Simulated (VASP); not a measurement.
Level of theory: r2SCAN meta-GGA, VASP's PBE PAW potentials (set 64) (plane waves; VASP).

Input for VASP

KPOINTS:
```
Automatic mesh
0
Gamma
8 8 1
0 0 0
```

File POSCAR:
```
HfO2
1.0
  3.0622748666  -0.0000003874   0.0000000000
 -1.5311383452   2.6520093172   0.0000000000
  0.0000000000   0.0000000000  13.9446669363
Hf O
1 2
Cart
  1.5311386605   0.8840019635   6.9723334682
 -0.0000021391   1.7680069663   5.8152570710
 -0.0000021391   1.7680069663   8.1294098653
```

### INCAR
```
PREC = Accurate
EDIFF = 1E-6
LMAXMIX = 6   ! l cut-off of mixed one-centre charges
ISMEAR = 0   ! Gaussian
LMIXTAU = .TRUE.
METAGGA = R2SCAN
LREAL = .FALSE.   ! projection in real space or not
ENCUT = 520
ISIF = 4
EDIFFG = -0.02   ! ionic stop
SYSTEM = HfO2
LCHARG = .FALSE.
ALGO = Normal   ! blocked Davidson
LWAVE = .FALSE.
LASPH = .TRUE.   ! aspherical one-centre terms
NSW = 60   ! most ionic steps
NELM = 100   ! most electronic steps
SIGMA = 0.05   ! width (eV)
IBRION = 2   ! conjugate gradients
```

POTCAR, in this order: Hf_pv O (PBE.64 set). Program: vasp_std.

Output

File OSZICAR:
```
...
DAV:  26    -0.660546766911E+02   -0.88623E-04   -0.48059E-05   356   0.986E-02    0.110E-02
DAV:  27    -0.660546551243E+02    0.21567E-04   -0.35975E-05   314   0.622E-02    0.137E-02
DAV:  28    -0.660547265597E+02   -0.71435E-04   -0.20367E-05   363   0.541E-02    0.410E-03
DAV:  29    -0.660547671094E+02   -0.40550E-04   -0.10124E-04   391   0.109E-01    0.857E-03
DAV:  30    -0.660547840580E+02   -0.16949E-04   -0.14743E-05   328   0.451E-02    0.116E-02
DAV:  31    -0.660547876334E+02   -0.35754E-05   -0.68233E-07   283   0.108E-02    0.115E-02
DAV:  32    -0.660548315615E+02   -0.43928E-04   -0.15923E-05   363   0.409E-02    0.446E-03
DAV:  33    -0.660548321833E+02   -0.62182E-06   -0.15704E-06   248   0.145E-02
   1 F= -.66054832E+02 E0= -.66054832E+02  d E =-.660548E+02
       N       E                     dE             d eps       ncg     rms          rms(c)
DAV:   1    -0.660900519562E+02   -0.35220E-01   -0.24832E+00   300   0.151E+01    0.169E+00
DAV:   2    -0.660624336389E+02    0.27618E-01   -0.52638E-02   371   0.204E+00    0.674E-01
DAV:   3    -0.660560937638E+02    0.63399E-02   -0.70721E-03   363   0.765E-01    0.383E-01
DAV:   4    -0.660602957117E+02   -0.42019E-02   -0.11373E-02   377   0.105E+00    0.177E-01
DAV:   5    -0.660513455868E+02    0.89501E-02   -0.10021E-02   328   0.103E+00    0.129E-01
DAV:   6    -0.660554743285E+02   -0.41287E-02   -0.86715E-04   307   0.294E-01    0.674E-02
DAV:   7    -0.660561655238E+02   -0.69120E-03   -0.49595E-04   349   0.208E-01    0.251E-02
DAV:   8    -0.660565426495E+02   -0.37713E-03   -0.56514E-04   314   0.251E-01    0.167E-02
DAV:   9    -0.660565494253E+02   -0.67758E-05   -0.37764E-04   307   0.180E-01    0.155E-02
DAV:  10    -0.660568670087E+02   -0.31758E-03   -0.12131E-04   391   0.121E-01    0.938E-03
DAV:  11    -0.660566184988E+02    0.24851E-03   -0.62753E-05   300   0.102E-01    0.956E-03
DAV:  12    -0.660568724457E+02   -0.25395E-03   -0.50865E-05   300   0.904E-02    0.716E-03
DAV:  13    -0.660568377097E+02    0.34736E-04   -0.52630E-06   342   0.280E-02    0.561E-03
DAV:  14    -0.660568492355E+02   -0.11526E-04   -0.58850E-06   300   0.227E-02    0.186E-03
DAV:  15    -0.660568499236E+02   -0.68807E-06   -0.59557E-06   377   0.252E-02
   2 F= -.66056850E+02 E0= -.66056850E+02  d E =-.201774E-02
       N       E                     dE             d eps       ncg     rms          rms(c)
DAV:   1    -0.660676823116E+02   -0.10833E-01   -0.49886E-01   300   0.674E+00    0.770E-01
DAV:   2    -0.660620658084E+02    0.56165E-02   -0.11710E-02   364   0.942E-01    0.304E-01
DAV:   3    -0.660589316823E+02    0.31341E-02   -0.29863E-03   300   0.529E-01    0.172E-01
DAV:   4    -0.660585194404E+02    0.41224E-03   -0.49065E-03   405   0.586E-01    0.879E-02
DAV:   5    -0.660592119556E+02   -0.69252E-03   -0.34245E-03   363   0.551E-01    0.695E-02
DAV:   6    -0.660601887351E+02   -0.97678E-03   -0.42027E-04   314   0.212E-01    0.339E-02
DAV:   7    -0.660604895452E+02   -0.30081E-03   -0.31663E-04   356   0.164E-01    0.826E-03
DAV:   8    -0.660604891310E+02    0.41418E-06   -0.31342E-05   307   0.677E-02    0.512E-03
DAV:   9    -0.660606440865E+02   -0.15496E-03   -0.48237E-05   370   0.748E-02    0.930E-03
DAV:  10    -0.660606380734E+02    0.60131E-05   -0.24351E-05   405   0.562E-02    0.501E-03
DAV:  11    -0.660606891527E+02   -0.51079E-04   -0.29692E-05   314   0.613E-02    0.471E-03
DAV:  12    -0.660606944299E+02   -0.52772E-05   -0.18246E-05   314   0.517E-02    0.206E-03
DAV:  13    -0.660607437519E+02   -0.49322E-04   -0.28056E-06   313   0.204E-02    0.128E-03
DAV:  14    -0.660607136029E+02    0.30149E-04   -0.31758E-06   384   0.213E-02    0.146E-03
DAV:  15    -0.660607328381E+02   -0.19235E-04   -0.62183E-07   255   0.962E-03    0.590E-04
DAV:  16    -0.660607290999E+02    0.37382E-05   -0.20017E-07   290   0.551E-03    0.452E-04
DAV:  17    -0.660607307362E+02   -0.16364E-05   -0.91782E-08   199   0.378E-03    0.414E-04
DAV:  18    -0.660607277005E+02    0.30358E-05   -0.44508E-08   199   0.263E-03    0.222E-04
DAV:  19    -0.660607289626E+02   -0.12622E-05   -0.36319E-08   171   0.243E-03    0.978E-05
DAV:  20    -0.660607284780E+02    0.48463E-06   -0.22238E-08   157   0.184E-03
   3 F= -.66060728E+02 E0= -.66060728E+02  d E =-.589629E-02
       N       E                     dE             d eps       ncg     rms          rms(c)
DAV:   1    -0.660667611407E+02   -0.60322E-02   -0.10403E+00   300   0.878E+00    0.102E+00
DAV:   2    -0.660692374531E+02   -0.24763E-02   -0.23013E-02   300   0.138E+00    0.602E-01
DAV:   3    -0.660542586409E+02    0.14979E-01   -0.14104E-02   300   0.104E+00    0.108E-01
DAV:   4    -0.660629748321E+02   -0.87162E-02   -0.12175E-02   307   0.102E+00    0.659E-02
DAV:   5    -0.660580154518E+02    0.49594E-02   -0.86579E-03   307   0.854E-01    0.520E-02
DAV:   6    -0.660633631271E+02   -0.53477E-02   -0.20550E-03   300   0.411E-01    0.107E-02
DAV:   7    -0.660619430286E+02    0.14201E-02   -0.14784E-03   363   0.359E-01    0.811E-03
DAV:   8    -0.660636886175E+02   -0.17456E-02   -0.11856E-03   328   0.370E-01    0.191E-02
DAV:   9    -0.660630100317E+02    0.67859E-03   -0.70971E-04   391   0.292E-01    0.107E-02
DAV:  10    -0.660632692225E+02   -0.25919E-03   -0.24730E-05   335   0.585E-02    0.756E-03
DAV:  11    -0.660632101723E+02    0.59050E-04   -0.32034E-04   300   0.167E-01    0.282E-03
DAV:  12    -0.660633998575E+02   -0.18969E-03   -0.20839E-04   300   0.153E-01    0.556E-03
DAV:  13    -0.660633851589E+02    0.14699E-04   -0.63007E-05   300   0.876E-02    0.219E-03
DAV:  14    -0.660634444967E+02   -0.59338E-04   -0.15857E-05   300   0.494E-02    0.478E-03
DAV:  15    -0.660634511633E+02   -0.66666E-05   -0.76641E-06   300   0.314E-02    0.248E-03
DAV:  16    -0.660634528936E+02   -0.17303E-05   -0.45041E-06   300   0.271E-02    0.794E-04
DAV:  17    -0.660634566605E+02   -0.37669E-05   -0.21321E-06   268   0.181E-02    0.200E-04
DAV:  18    -0.660634613323E+02   -0.46719E-05   -0.10184E-06   220   0.136E-02    0.248E-04
DAV:  19    -0.660634602708E+02    0.10616E-05   -0.42236E-07   234   0.865E-03    0.139E-04
DAV:  20    -0.660634613910E+02   -0.11202E-05   -0.19547E-07   220   0.555E-03    0.186E-04
DAV:  21    -0.660634612605E+02    0.13047E-06   -0.50387E-08   213   0.277E-03
   4 F= -.66063461E+02 E0= -.66063461E+02  d E =-.273278E-02
       N       E                     dE             d eps       ncg     rms          rms(c)
DAV:   1    -0.660656037943E+02   -0.21424E-02   -0.51538E-01   300   0.618E+00    0.705E-01
DAV:   2    -0.660669379968E+02   -0.13342E-02   -0.12190E-02   300   0.103E+00    0.419E-01
DAV:   3    -0.660578014313E+02    0.91366E-02   -0.90701E-03   300   0.834E-01    0.740E-02
DAV:   4    -0.660623071201E+02   -0.45057E-02   -0.86936E-03   307   0.838E-01    0.465E-02
DAV:   5    -0.660615028609E+02    0.80426E-03   -0.54778E-03   307   0.666E-01    0.359E-02
DAV:   6    -0.660639398274E+02   -0.24370E-02   -0.94002E-04   300   0.286E-01    0.816E-03
DAV:   7    -0.660632511383E+02    0.68869E-03   -0.72963E-04   342   0.276E-01    0.580E-03
DAV:   8    -0.660643685193E+02   -0.11174E-02   -0.64550E-04   328   0.277E-01    0.146E-02
DAV:   9    -0.660638657791E+02    0.50274E-03   -0.27240E-04   391   0.191E-01    0.575E-03
DAV:  10    -0.660639613209E+02   -0.95542E-04   -0.10049E-05   321   0.378E-02    0.457E-03
DAV:  11    -0.660638580188E+02    0.10330E-03   -0.15642E-04   342   0.122E-01    0.264E-03
DAV:  12    -0.660640310655E+02   -0.17305E-03   -0.85755E-05   300   0.114E-01    0.267E-03
DAV:  13    -0.660639927504E+02    0.38315E-04   -0.27473E-05   300   0.681E-02    0.128E-03
DAV:  14    -0.660640206282E+02   -0.27878E-04   -0.10614E-05   300   0.422E-02    0.182E-03
DAV:  15    -0.660640280098E+02   -0.73816E-05   -0.96297E-06   300   0.347E-02    0.872E-04
DAV:  16    -0.660640356804E+02   -0.76706E-05   -0.17898E-06   236   0.200E-02    0.330E-04
DAV:  17    -0.660640357484E+02   -0.67996E-07   -0.20877E-06   276   0.188E-02
   5 F= -.66064036E+02 E0= -.66064036E+02  d E =-.330727E-02
```

OUTCAR:
```
------------------------ aborting loop because EDIFF is reached ----------------------------------------
  FORCE on cell =-STRESS in cart. coord.  units (eV):
  Direction    XX          YY          ZZ          XY          YZ          ZX
  --------------------------------------------------------------------------------------
  Total       -0.0343200     -0.0343200     -0.0378116      0.0000000      0.0000000     -0.0000000
  in kB       -0.4855455     -0.4855460     -0.5349439      0.0000002      0.0000000     -0.0000000
  external PRESSURE =      -0.5020118 kB  Pullay stress =       0.0000000 kB
  volume of cell :      113.25
      direct lattice vectors                 reciprocal lattice vectors
     3.086086840 -0.000000432  0.000000000     0.324034978  0.187081686 -0.000000000
    -1.543044375  2.672631197 -0.000000000     0.000000052  0.374163140 -0.000000000
     0.000000000 -0.000000000 13.730305122    -0.000000000  0.000000000  0.072831593
 POSITION                                       TOTAL-FORCE (eV/Angst)
 -----------------------------------------------------------------------------------
      1.54304      0.89088      6.86515         0.000000     -0.000000      0.000000
     -0.00000      1.78175      5.71635         0.000000      0.000000     -0.000443
     -0.00000      1.78175      8.01395        -0.000000      0.000000      0.000443
 -----------------------------------------------------------------------------------
    total drift:                                0.003609     -0.001976      0.000000
  FREE ENERGIE OF THE ION-ELECTRON SYSTEM (eV)
  ---------------------------------------------------
  free  energy   TOTEN  =       -66.0640357484 eV

  energy  without entropy=      -66.0640357484  energy(sigma->0) =      -66.06403575

 reached required accuracy - stopping structural energy minimisation
```
(Selected blocks of OUTCAR.)

File CONTCAR:
```
HfO2
   1.00000000000000
     3.0860868396287828   -0.0000004316643434    0.0000000000000000
    -1.5430443745304936    2.6726311971787662   -0.0000000000000000
     0.0000000000000000   -0.0000000000000000   13.7303051220380876
  Hf              O
     1     2
Direct
     0.6666669999999968    0.3333330000000032    0.5000000000000000
     0.3333330000000032    0.6666669999999968    0.4163311135738491
     0.3333330000000032    0.6666669999999968    0.5836688864261510
```

The cell holds a wide vacuum, so values per volume refer to the whole cell.

The cell is a sheet with vacuum, built from a generated structure.
